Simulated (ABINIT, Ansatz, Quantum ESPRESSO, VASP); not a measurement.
HfGe: programs and potentials compared

```
Hf Ge
1.0
     3.93351    0.00000    0.00000
    -1.96675    3.40652    0.00000
     0.00000    0.00000    3.50962
Hf Ge
1 1
Direct
  0.00000 0.00000 0.50000
  0.33333 0.66667 0.50000
```

The cell comes from a database or a generator and needn't be the stable form of this composition.

Alike in all runs: task single point; functional PBE; k mesh 8 × 8 × 8; occupations fermi-dirac, width 0.05 eV; no spin polarisation; no spin-orbit coupling. Pressure is positive in compression and, in plane waves, holds the error of the finite cutoff, which Ansatz's Pulay term estimates and takes out.

```tsv
program and potentials	plane-wave cutoff (eV)	notes	pressure (GPa)
ABINIT, JTH PAW PBE v2.0	599	13 valence electrons an atom on average	36.75
Quantum ESPRESSO, SSSP 1.3 efficiency PBE	816	13 valence electrons an atom on average	37.51
Ansatz, Ansatz PAW (earlier soft set)	420	20 valence electrons an atom on average; Pulay term of +0.07 GPa included	37.31
VASP, PBE PAW files Ge_d, Hf_pv, 520 eV	520	12 valence electrons an atom on average	37.00
```

The pressure spans 36.75 (ABINIT, JTH PAW PBE v2.0) to 37.51 GPa (Quantum ESPRESSO, SSSP 1.3 efficiency PBE). The cell lies far from this level's equilibrium.

Differences between rows come from potentials, basis sets and numerical settings, since the functional is the same but for its coding. Runs on potential files found faulty are left out.
